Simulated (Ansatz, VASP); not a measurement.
# Cross-check of SbP between VASP and Ansatz, part 2 of 2

Aim: how closely do two programs agree when they are given the same cell, functional and k mesh? The cell is generated by rule, not measured, and may not be a known phase. The cell is taken from a series of runs on this material, whose earlier steps may have relaxed, scaled, displaced or heated it; both programs get it as it stands.

VASP 6.6.1 and Ansatz 0.2.0.

So far: The structure; VASP: relaxation of cell and atoms, r2SCAN.

The structure was built from a prototype and need not be the compound's stable phase.

## 3. Ansatz: relaxation of cell and atoms, r2SCAN

Level of this step: Ansatz beside VASP: Kohn-Sham DFT, plane waves, r2SCAN (Ansatz).

Ansatz runs on its default PAW (the set named soft_2) files.

The same cell, functional, mesh and smearing now go to Ansatz, which takes its cutoff from its data sets.

The input, input.yaml:

```yaml
crystal:
  lattice:
    - [3.7742193329, 0.0, 0.0]
    - [-1.8871096664, 3.2685698217, 0.0]
    - [0.0, 0.0, 8.8823733917]
  atoms:
    - { symbol: Sb, position: [0.0, 0.0, 0.0297029761] }
    - { symbol: Sb, position: [0.0, 0.0, 0.5297029761] }
    - { symbol: P, position: [0.3333333333, 0.6666666667, 0.1868683649] }
    - { symbol: P, position: [0.6666666667, 0.3333333333, 0.6868683649] }
kpoints:
  mp_grid: { grid: [15, 15, 6] }
hamiltonian:
  xc: r2scan
scf:
  occupations: { method: methfessel_paxton, width: 0.2 }
output:
  forces: true
  stress: true
  eigenvalues: true
relax:
  adjacent_minimum: "off"
  f_tol: 0.001
  max_steps: 60
  cell: { stress_tol: 0.01 }
```

Command:

```bash
$ ansatz run input.yaml --threads 4 --pin off --max-ram 7168MiB --backend cpu --events-out ev --progress --plain --runs-dir out
```

Numbers of over 12 decimals in the logs are rounded to 6 here.

The log of the run:

```text
Engine: ansatz 0.2.0, aarch64-unknown-linux-gnu
Pseudopotentials: kind: paw
Pseudopotential: Sb, paw, valence charge 15, recommended cutoff 500 eV (meta_gga), Sb.paw.azcp
Pseudopotential: P, paw, valence charge 5, recommended cutoff 500 eV (meta_gga), P.paw.azcp
Functional definition: r2SCAN
  parameter k0 = 0.174
  parameter k1 = 0.065
  parameter a1 = 4.9479
  exchange = r2scan_x(k0 = k0, k1 = k1, a1 = a1)
  correlation = r2scan_c
Crystal: 4 atoms, lattice volume = 109.576 Å³
Basis set: ecut = 500 eV, 2745 PW (Γ), exchange–correlation on 120×120×288 points (64 copies of the dense FFT grid, shifted against one another)
Bands: 24, of which v1, the nominal top of the filled ones, is band 20 counted from 1 (19 counted from 0)
Symmetry: 12 space group operations
Space group: P63mc (ITA 186), of the structure as read, at distance tolerance 4.8e-5 Å
k-points: 108 of 1350 (time reversal used)
Non-local potential: Sb, projectors of the file, l = 0: 2, l = 1: 2, l = 2: 2, l = 3: 2
Non-local potential: P, projectors of the file, l = 0: 2, l = 1: 2, l = 2: 2
PAW form: soft (Blöchl's): semilocal exchange-correlation on the pseudo side does not see the compensation charge
PAW frozen core: Sb, regenerated for the run's functional (the file was generated under x = pbe(κ = 0.804, μ = 0.219515), c = pbe(β = 0.066725))
PAW frozen core: P, regenerated for the run's functional (the file was generated under x = pbe(κ = 0.804, μ = 0.219515), c = pbe(β = 0.066725))
PAW one-centre angular grid: Sb, 590 points (default); XC on 160 Gauss nodes
PAW one-centre angular grid: P, 302 points (default); XC on 160 Gauss nodes
Initial density: superposition of atomic densities (neutral atoms: chi_scale 0, normalization atom), corrected by the library's trained network
Initial wavefunctions: pseudopotential atomic-orbital guess
Functional: x = r2scan, c = r2scan; τ floored in thin density (d = 2e-4 eV/Å³)
SCF iter   1: F=—  HF=-14516.115463 eV  |F-HF|=—  |Δ(HF+E_count)|=         —  Δρ=4.69e-3  dr2=1.73e-2  dr2_τ=1.23e-2  ethr=1.77e-3  ⟨swp⟩=6.1  Hψ=12298  notcnv=0
preconditioner: auto → LDOS  [metal: Δε(μ)=0.077 eV  Ē_g=8.165 eV  σ=0.200 eV  W_gap=0.32  n_scr=24 (ndim 8)  ℏωp=15.9 eV  f_vac=0.011  D(μ)=0.49/eV (n_scr^D=2)  β→1.0]
SCF iter   2: F=—  HF=-14516.140160 eV  |F-HF|=—  |Δ(HF+E_count)|=   2.47e-2  S|Δr|=    0.00e0  Δρ=2.65e-3  dr2=1.76e-2  dr2_τ=2.68e-4  ethr=4.33e-5  ⟨swp⟩=3.0  Hψ=6198  notcnv=0
SCF iter   3: F=—  HF=-14516.135017 eV  |F-HF|=—  |Δ(HF+E_count)|=   5.14e-3  S|Δr|=    0.00e0  Δρ=5.46e-4  dr2=4.36e-4  dr2_τ=1.11e-5  ethr=4.33e-5  ⟨swp⟩=2.9  Hψ=5076  notcnv=0
SCF iter   4: F=—  HF=-14516.135014 eV  |F-HF|=—  |Δ(HF+E_count)|=   2.77e-6  S|Δr|=    0.00e0  Δρ=1.68e-4  dr2=4.55e-5  dr2_τ=1.39e-6  ethr=1.09e-6  ⟨swp⟩=3.3  Hψ=5327  notcnv=0
SCF iter   5: F=—  HF=-14516.135000 eV  |F-HF|=—  |Δ(HF+E_count)|=   1.37e-5  S|Δr|=    0.00e0  Δρ=2.59e-5  dr2=7.65e-7  dr2_τ=1.86e-8  ethr=1.14e-7  ⟨swp⟩=2.3  Hψ=3885  notcnv=0
SCF iter   6: F=—  HF=-14516.135000 eV  |F-HF|=—  |Δ(HF+E_count)|=   3.72e-7  S|Δr|=    0.00e0  Δρ=9.86e-6  dr2=1.19e-7  dr2_τ=3.63e-9  ethr=2.50e-10  ⟨swp⟩=9.1  Hψ=15186  notcnv=0
SCF iter   7: F=-14516.135000 eV  HF=-14516.135000 eV  |F-HF|=3.42e-9  |Δ(HF+E_count)|=   2.53e-8  S|Δr|=    0.00e0  Δρ=3.47e-6  dr2=1.28e-8  dr2_τ=1.46e-10  ethr=2.50e-10  ⟨swp⟩=5.0  Hψ=9407  notcnv=0
SCF 1 converged in 7 iterations: F = -14516.135000 eV  dr2 = 1.28e-8
  greatest PAW one-centre occupation: 0.994 electrons in one spin orbital (limit 2), on the Sb atom at site 0 (counted from 0), in its partial waves of l = 2
relax step   1: F+E_penalty+E_count = -14516.13500044 eV  Δ(F+E_penalty+E_count) = +0.000e0 eV  max|allowed force component| = 1.698e-3 eV/Å  Δτ_max = 0.0000 Å  P = -0.000 GPa  Ω = 109.576 Å³  (7 SCF iters, dr2 threshold 1.00e-7 eV, accepted)
[...]
relax step   4: F+E_penalty+E_count = -14516.13500436 eV  Δ(F+E_penalty+E_count) = -9.992e-7 eV  max|allowed force component| = 1.421e-3 eV/Å  Δτ_max = 0.0003 Å  P = +0.001 GPa  Ω = 109.623 Å³  energy of the carried Pulay correction = -3.612e-6 eV  (6 SCF iters, dr2 threshold 3.89e-10 eV, accepted)
[...]
relax step   5: F+E_penalty+E_count = -14516.13500255 eV  Δ(F+E_penalty+E_count) = +1.812e-6 eV  max|allowed force component| = 4.828e-5 eV/Å  Δτ_max = 0.0003 Å  P = +0.000 GPa  Ω = 109.662 Å³  energy of the carried Pulay correction = -6.580e-6 eV  (5 SCF iters, dr2 threshold 1.26e-10 eV, accepted)
[...]
relax step   6: F+E_penalty+E_count = -14516.13500874 eV  Δ(F+E_penalty+E_count) = -6.190e-6 eV  max|allowed force component| = 4.492e-5 eV/Å  Δτ_max = 0.0000 Å  P = +0.000 GPa  Ω = 109.662 Å³  stress off target by 1.78e-3 GPa  SCF on the basis re-selected at this cell (its energy is not comparable with the rows above)  (6 SCF iters)
basis re-selected at this cell: Δ(F+E_penalty+E_count) = -6.190e-6 eV, ΔP = +0.000 GPa vs the last step (what re-selecting the basis moved, of the pressure what is left beyond the Pulay correction that the steps carried, after the strain that the cell walked since its last selection, with what the two solves' SCF thresholds leave and, on support functions, any second-order correction that the steps lacked; it is no m [...]
SCF converged after 6 iterations
Stability not checked: this state was not tested for a lower state beside it, because cold or Methfessel-Paxton smearing, or corrected tetrahedra, fill the levels in a way that the test cannot read (fill_not_monotonic; see scf.lower_state_search)
Free energy (F): -14516.135009 eV
Harris-Foulkes:  -14516.135009 eV  (|F-HF|=1.82e-11)
Internal energy: -14516.135698 eV  (E = F + TS)
E sigma→0 (E₀):  -14516.135181 eV
Entropy (-TS):   0.000689 eV (0.172 meV/atom)
Fermi energy:    7.996055 eV
--- Per-component energies (eV) ---
  E_band       = -420.382920
  E_kinetic    = 548.404959
  E_local      = -3838.625350  (includes V_loc(G=0)·N_el)
  E_nonlocal   = 793.296413
  E_hartree    = 1709.163215
  E_xc         = -369.059133
  E_vxc        = -332.234949  (∫ρ·V_xc dr)
  E_paw        = -10355.431578  (= ΣΔE_a)
  E_vpaw       = -1029.208141  (= ΣTr[D̂ρ^β])
  E_aug_tail   = -0.000000  (compensation charges beyond the density's cutoff)
  E_vtau       = 19.657681  (kinetic-family band-sum trace: ∫τ·v_τ [+ j·A + Jᵃ·Aᵃ] dr)
  E_ewald      = -3004.714612
  E_core_change = 0.830390  (= ΣΔE_core)
  E_smearing   = 0.000689  (= −TS)
  E_closure    = -0.000000  (closes the sum)
  Σ components = -14516.135009   (vs F -14516.135009, Δ=0.00e0)
--- Forces (eV/Å), atoms counted from 1 ---
  atom   1  Sb     0.00000000     0.00000000    -0.00004584
  atom   2  Sb    -0.00000000    -0.00000000    -0.00004584
  atom   3  P     -0.00000000     0.00000000     0.00004401
  atom   4  P      0.00000000     0.00000000     0.00004401
  max |Σ_I F_I| component: 3.65e-6 eV/Å
--- Stress (GPa, compression-positive) ---
       -0.000495       0.000000       0.000000
        0.000000      -0.000495      -0.000000
        0.000000      -0.000000       0.001785
  P = ⅓ Tr σ = 0.0003 GPa (0.003 kbar)
--- Band table (eV; the first three rows and the last of 108) ---
  k-point 0: bands = [... 16 lower, 6.0853, 6.2373, 6.2373, 8.5072, 8.8659, 9.4333, 10.0445, 10.0445]
  k-point 1: bands = [... 16 lower, 6.0952, 6.2268, 6.2268, 8.1034, 9.0834, 9.4306, 10.0538, 10.0538]
  k-point 2: bands = [... 16 lower, 6.1224, 6.1984, 6.1984, 7.3967, 9.2760, 9.4170, 10.0806, 10.0806]
  k-point 107: bands = [... 16 lower, 4.5042, 4.5042, 4.8051, 4.8051, 8.2114, 8.2114, 11.9012, 11.9012]
--- Relaxed structure (5 steps of the walk, 4 accepted, 1 SCFs on fresh bases) ---
  F+E_penalty+E_count = -14516.13500874 eV   max|allowed force component| = 4.492e-5 eV/Å   (the final SCF, on the basis selected at the relaxed cell)
  cell:  # Å, volume = 109.6616 Å³
    - [3.773387, -2.8861191558316954e-11, -5.149615579998103e-19]
    - [-1.886693, 3.267849, 2.5349105374597074e-19]
    - [-1.2119276695675318e-18, 0, 8.893265]
  atoms:
    - { symbol: Sb, position: [0, 0, 0.029773] }
    - { symbol: Sb, position: [0, 0, 0.529773] }
    - { symbol: P, position: [0.333333, 0.666667, 0.186799] }
    - { symbol: P, position: [0.666667, 0.333333, 0.686799] }
```

In the SCF lines HF is the Harris–Foulkes energy and dr2 the Hartree energy of the density residual, in eV; the loop may stop once dr2 is under the threshold and the program's other checks hold. Hψ counts applications of the Hamiltonian.

## 4. Comparison

Known differences besides the potentials themselves: VASP keeps PBE cores, Ansatz makes them for the functional; the data sets hold 40 valence electrons in Ansatz (on its default PAW (the set named soft_2) files) and 20 in VASP; the cutoff is 500 eV in Ansatz and 550 eV in VASP; Ansatz adds a Pulay correction to the stress that steers its cell, VASP none. Total energies have different zeros and are not compared.

The two programs side by side:

| quantity | Ansatz | VASP | difference |
| --- | --- | --- | --- |
| volume (Å³) | 109.66 | 109.21 | +0.41 % |
| edge a after relaxation, in the typed setting (Å) | 3.773 | 3.774 | -0.01 % |
| edge c after relaxation, in the typed setting (Å) | 8.893 | 8.854 | +0.44 % |

## 5. What came out

- difference in edge c after relaxation, in the typed setting (relaxation of cell and atoms, r2SCAN): 0.44 %

The difference in edge c after relaxation, in the typed setting is 0.44 % (relaxation of cell and atoms, r2SCAN), within the 1.2 % picked in this series as the mark of a large difference, as far as the stopping tolerances let one tell. The data sets hold unlike numbers of valence electrons (40 in Ansatz and 20 in VASP), so part of the differences comes from the potentials. How closely two codes agree says nothing of how well the functional describes the real material.

[Lines on the potential files, build, host, timing and source positions are cut from VASP's logs without a mark.]

[Logs are printed without paths, hosts, clocks, repeated set-up lines and the standing remarks that a program may print on its own settings, such as how far it seeks lower states.]

[Hosts, paths, dates, database ids (printed as entryN), source tags and the programs' standing remarks are cut or masked in the printed files.]
